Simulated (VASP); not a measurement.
Data:

```
CELL_PARAMETERS angstrom
      0.00000     3.16000     3.16000
      3.16000     0.00000     3.16000
      3.16000     3.16000     0.00000
ATOMIC_POSITIONS crystal
  Sn 0.00000 0.00000 0.00000
  Te 0.50000 0.50000 0.50000
```

Method: TPSS meta-GGA, VASP's PBE PAW potentials (set 64) (plane waves; VASP). Settings: 520 eV cut-off, 7×7×7 Γ-centred mesh, Gaussian smearing of 0.050 eV, potentials Sn_d Te.

Energy and stress use the plane-wave basis of the starting cell.

### Question
The ions, cell shape and volume are relaxed. What does this cell relax into?

### Answer

```
CELL_PARAMETERS angstrom
      0.00000     3.18863     3.18863
      3.18863     0.00000     3.18863
      3.18863     3.18863     0.00000
ATOMIC_POSITIONS crystal
  Sn 0.00000 0.00000 0.00000
  Te 0.50000 0.50000 0.50000
```
Space group Fm-3m (225), at a tolerance of 0.03 Å.

### Question
How do energy and volume change from the first to the last step?

### Answer
The energy (σ→0) changes by -3.1 meV/atom and the volume by +2.7 %, in 3 ionic steps.

The compound is SnTe in the rock salt structure, which distorts at low temperature. This run relaxes it. Symmetry was kept, so distortions that lower it aren't found.
